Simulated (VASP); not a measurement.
Computed with r2SCAN meta-GGA, VASP's PBE PAW potentials (set 64) (plane waves; VASP 6.6.1).

VASP input:

### KPOINTS
```
kpoints
0
Gamma
 13 13 13
0 0 0
```

**POSCAR**
```
CoSi2
1
   -0.0000000000     2.6565789322     2.6565789322
    2.6565789322    -0.0000000000     2.6565789322
    2.6565789322     2.6565789322    -0.0000000000
Co Si
1 2
Direct
  0.0000000000   0.0000000000   0.0000000000
  0.2500000000   0.2500000000   0.2500000000
  0.7500000000   0.7500000000   0.7500000000
```

**INCAR**
```
EDIFFG  =  -0.03   ! ionic stop
LASPH  =  .TRUE.
PREC  =  Normal
NSW  =  20
LMIXTAU  =  .TRUE.
ISIF  =  2
EDIFF  =  1E-5
ALGO  =  Normal   ! blocked Davidson
ENCUT  =  400   ! plane-wave cut-off (eV)
LMAXMIX  =  4
LREAL  =  .FALSE.   ! projection in real space or not
LWAVE  =  .FALSE.
SYSTEM  =  CoSi2
NELM  =  100   ! most electronic steps
METAGGA  =  R2SCAN
SIGMA  =  0.1   ! width (eV)
IBRION  =  2   ! conjugate gradients
NELMIN  =  4
LCHARG  =  .FALSE.
ISMEAR  =  1
```

POTCAR, in this order: Co Si (PBE.64 set). Program: vasp_std.

The run wrote:

### OUTCAR
```
 ion  position               nearest neighbor table
   1  0.000  0.000  0.000-   3 2.30   3 2.30   3 2.30   2 2.30   3 2.30   2 2.30   2 2.30   2 2.30
  LATTYP: Found a face centered cubic cell.
 ALAT       =     5.3131578644
 Subroutine PRICEL returns:
 Original cell was already a primitive cell.
 Subroutine GETGRP returns: Found 48 space group operations
The static configuration has the point symmetry O_h .
The dynamic configuration has the point symmetry O_h .
 Subroutine INISYM returns: Found 48 space group operations
 Subroutine IBZKPT returns following result:
 Found     84 irreducible k-points:

 Following reciprocal coordinates:
            Coordinates               Weight
  0.000000  0.000000  0.000000      1.000000
  0.076923  0.000000  0.000000      8.000000
  0.153846  0.000000  0.000000      8.000000
  0.230769  0.000000  0.000000      8.000000
  0.307692  0.000000  0.000000      8.000000
  0.384615  0.000000  0.000000      8.000000
  0.461538  0.000000  0.000000      8.000000
  0.076923  0.076923  0.000000      6.000000
  0.153846  0.076923  0.000000     24.000000
  0.230769  0.076923  0.000000     24.000000
  0.307692  0.076923  0.000000     24.000000
  0.384615  0.076923  0.000000     24.000000
  0.461538  0.076923  0.000000     24.000000
 -0.461538  0.076923  0.000000     24.000000
 -0.384615  0.076923  0.000000     24.000000
 -0.307692  0.076923  0.000000     24.000000
 -0.230769  0.076923  0.000000     24.000000
 -0.153846  0.076923  0.000000     24.000000
 -0.076923  0.076923  0.000000     12.000000
  0.153846  0.153846  0.000000      6.000000
  0.230769  0.153846  0.000000     24.000000
  0.307692  0.153846  0.000000     24.000000
  0.384615  0.153846  0.000000     24.000000
  0.461538  0.153846  0.000000     24.000000
 -0.461538  0.153846  0.000000     24.000000
 -0.384615  0.153846  0.000000     24.000000
 -0.307692  0.153846  0.000000     24.000000
 -0.230769  0.153846  0.000000     24.000000
 -0.153846  0.153846  0.000000     12.000000
  0.230769  0.230769  0.000000      6.000000
  0.307692  0.230769  0.000000     24.000000
  0.384615  0.230769  0.000000     24.000000
  0.461538  0.230769  0.000000     24.000000
 -0.461538  0.230769  0.000000     24.000000
 -0.384615  0.230769  0.000000     24.000000
 -0.307692  0.230769  0.000000     24.000000
 -0.230769  0.230769  0.000000     12.000000
  0.307692  0.307692  0.000000      6.000000
  0.384615  0.307692  0.000000     24.000000
  0.461538  0.307692  0.000000     24.000000
   k-points           NKPTS =     84   k-points in BZ     NKDIM =     84   number of bands    NBANDS=     12
   number of dos      NEDOS =    301   number of ions     NIONS =      3
   total plane-waves  NPLWV =   5832
   dimension x,y,z NGX =    18 NGY =   18 NGZ =   18
   dimension x,y,z NGXF=    36 NGYF=   36 NGZF=   36
   ions per type =               1   2
   PREC   = normal    normal or accurate (medium, high low for compatibility)
   ISTART =      0    job   : 0-new  1-cont  2-samecut
   ICHARG =      2    charge: 1-file 2-atom 10-const
   ISPIN  =      1    spin polarized calculation?
   LNONCOLLINEAR =      F non collinear calculations
   LSORBIT =      F    spin-orbit coupling
   INIWAV =      1    electr: 0-lowe 1-rand  2-diag
   ENCUT  =  400.0 eV  29.40 Ry    5.42 a.u.   6.13  6.13  6.13*2*pi/ulx,y,z
   NELM   =    100;   NELMIN=  4; NELMDL= -5     # of ELM steps
   EDIFF  = 0.1E-04   stopping-criterion for ELM
   LREAL  =      F    real-space projection
   NLSPLINE    = F    spline interpolate recip. space projectors
   LMAXMIX     =    4 max onsite mixed and CHGCAR
   VOSKOWN=      0    Vosko Wilk Nusair interpolation
...
```

**OSZICAR**
```
       N       E                     dE             d eps       ncg     rms          rms(c)
DAV:   1     0.485164587144E+02    0.48516E+02   -0.60922E+03  2048   0.113E+03
DAV:   2    -0.318975998387E+02   -0.80414E+02   -0.74923E+02  2048   0.241E+02
DAV:   3    -0.356881828650E+02   -0.37906E+01   -0.36808E+01  2612   0.613E+01
DAV:   4    -0.357669028996E+02   -0.78720E-01   -0.78418E-01  2448   0.857E+00
DAV:   5    -0.357693979111E+02   -0.24950E-02   -0.24937E-02  2672   0.153E+00    0.161E+01
DAV:   6    -0.370327482161E+02   -0.12634E+01   -0.44979E+01  2344   0.150E+02    0.182E+01
DAV:   7    -0.319716819440E+02    0.50611E+01   -0.16115E+01  2568   0.108E+02    0.455E+00
DAV:   8    -0.320365976363E+02   -0.64916E-01   -0.14840E+00  3032   0.164E+01    0.339E+00
DAV:   9    -0.319997912497E+02    0.36806E-01   -0.35174E-01  2500   0.136E+01    0.671E-01
DAV:  10    -0.320060797445E+02   -0.62885E-02   -0.12800E-02  2240   0.109E+00    0.516E-01
DAV:  11    -0.320039998505E+02    0.20799E-02   -0.85661E-03  2664   0.196E+00    0.102E-01
DAV:  12    -0.320046810585E+02   -0.68121E-03   -0.20523E-03  2468   0.796E-01    0.532E-02
DAV:  13    -0.320049257570E+02   -0.24470E-03   -0.30265E-04  2464   0.289E-01    0.212E-02
DAV:  14    -0.320049050645E+02    0.20693E-04   -0.31218E-05  1924   0.992E-02    0.537E-03
DAV:  15    -0.320049217329E+02   -0.16668E-04   -0.29685E-06  1120   0.242E-02    0.414E-03
DAV:  16    -0.320049171198E+02    0.46131E-05   -0.13547E-06  1104   0.228E-02
   1 F= -.32004917E+02 E0= -.32004769E+02  d E =-.320049E+02
```

File OUTCAR:
```
------------------------ aborting loop because EDIFF is reached ----------------------------------------
  FORCE on cell =-STRESS in cart. coord.  units (eV):
  Direction    XX          YY          ZZ          XY          YZ          ZX
  --------------------------------------------------------------------------------------
  Total       -0.0297768     -0.0297768     -0.0297768      0.0000000      0.0000000     -0.0000000
  in kB       -1.2723015     -1.2723015     -1.2723015      0.0000000      0.0000000     -0.0000000
  external PRESSURE =      -1.2723015 kB  Pullay stress =       0.0000000 kB
  volume of cell :       37.50
      direct lattice vectors                 reciprocal lattice vectors
     0.000000000  2.656578932  2.656578932    -0.188211987  0.188211987  0.188211987
     2.656578932  0.000000000  2.656578932     0.188211987 -0.188211987  0.188211987
     2.656578932  2.656578932  0.000000000     0.188211987  0.188211987 -0.188211987
 POSITION                                       TOTAL-FORCE (eV/Angst)
 -----------------------------------------------------------------------------------
      0.00000      0.00000      0.00000        -0.000000     -0.000000     -0.000000
      1.32829      1.32829      1.32829         0.000000      0.000000      0.000000
      3.98487      3.98487      3.98487        -0.000000     -0.000000     -0.000000
 -----------------------------------------------------------------------------------
    total drift:                                0.000000      0.000000     -0.000000
  FREE ENERGIE OF THE ION-ELECTRON SYSTEM (eV)
  ---------------------------------------------------
  free  energy   TOTEN  =       -32.0049171198 eV

  energy  without entropy=      -32.0044734078  energy(sigma->0) =      -32.00476922

 reached required accuracy - stopping structural energy minimisation
```
(Selected blocks of OUTCAR.)

### OUTCAR
```
 val. band max:       10.2833889403   @ k =  -0.3077   0.2308   0.0000

 cond. band min:      10.3203578446   @ k =  -0.3846   0.0769   0.0000


 Fermi energy:        10.3094304957

 k-point     1 :       0.0000    0.0000    0.0000
  band No.  band energies     occupation
      1      -3.6537      2.00000
      2       5.9577      2.00000
      3       5.9577      2.00000
      4       5.9577      2.00000
      5       8.2289      2.00000
      6       8.2289      2.00000
      7      11.8363     -0.00000
      8      13.9279      0.00000
      9      13.9280      0.00000
     10      14.0523      0.00000
     11      14.0523      0.00000
     12      14.0523      0.00000

 k-point     2 :       0.0769    0.0000    0.0000
  band No.  band energies     occupation
      1      -3.5572      2.00000
      2       5.7366      2.00000
      3       5.9926      2.00000
      4       5.9926      2.00000
      5       8.2004      2.00000
      6       8.2004      2.00000
      7      11.7865     -0.00000
      8      12.6685      0.00000
      9      13.2466      0.00000
     10      13.2467      0.00000
     11      14.7625      0.00000
     12      14.7625      0.00000

 k-point     3 :       0.1538    0.0000    0.0000
  band No.  band energies     occupation
      1      -3.2693      2.00000
      2       5.1244      2.00000
      3       6.0895      2.00000
      4       6.0896      2.00000
      5       8.1351      2.00000
      6       8.1351      2.00000
      7      10.7883     -0.00000
      8      12.5236      0.00000
      9      12.5237      0.00000
     10      12.6835      0.00000
     11      15.0695      0.00000
     12      15.0695      0.00000

 k-point     4 :       0.2308    0.0000    0.0000
  band No.  band energies     occupation
      1      -2.7946      2.00000
      2       4.2216      2.00000
      3       6.2241      2.00000
      4       6.2242      2.00000
      5       8.0873      2.00000
      6       8.0873      2.00000
...
```

The compound is CoSi2 in the fluorite structure. It was relaxed first. The run is not spin-polarised, so no magnetic state was tried. The electron count is odd and the run is not spin-polarised, which forces a metal.
